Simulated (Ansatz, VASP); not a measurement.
## Two plane-wave programs on BaIrO3

```xyz
5
Lattice="4.1009 0.0000 0.0000 0.0000 4.1009 0.0000 0.0000 0.0000 4.1009" Properties=species:S:1:pos:R:3 pbc="T T T"
Ba    0.0000    0.0000    0.0000
Ir    2.0505    2.0505    2.0505
O     0.0000    2.0505    2.0505
O     2.0505    2.0505    0.0000
O     2.0505    0.0000    2.0505
```

Alike in both runs: task single point; functional LDA; k mesh 5 × 5 × 5; occupations gaussian, width 0.05 eV; collinear spin; Hubbard terms Ir d U = 4.0 eV, J = 0.7 eV.

```csv
,VASP,Ansatz
version,VASP 6.6.1,Ansatz 0.2.0
potentials or method,"VASP PAW LDA potentials, release 64 (Ba_sv, Ir, O)","scalar-relativistic, plane waves, PAW"
plane-wave cutoff (eV),520,420
valence electrons in the cell,37,45
```

Ansatz gave:

| Quantity | Value |
| --- | --- |
| gap on the k mesh at the Fermi level (eV) | none |
| pressure (GPa) | -16.5 |
| net moment per atom (μB) | 0.12 |
| size of the moment on the site where the two differ most (μB) | 0.23 |

Task: Estimate VASP's values.

Result: gap on the k mesh at the Fermi level (eV): none; pressure (GPa): -14.3; net moment per atom (μB): 0.25; size of the moment on the site where the two differ most (μB): 0.76.

The net moments differ so much that the two runs ended in different magnetic states, which moves the other rows too. Site moments also hang on the region over which each program counts them. The programs project onto different local orbitals, so the same U acts differently. A gap of «none» marks a metal or a gap that the smearing closes. The two sets of potentials don't hold the same shells in valence. Ansatz warned: «filled_band_counts_differ_across_k_points».

Caveats: the moment fell far below its start of 5 μB, so a state of higher moment may lie lower in energy (VASP). The state reached can hang on the start; a lower one may exist. Spin-orbit coupling is left out, which matters for the levels of Ba, Ir.
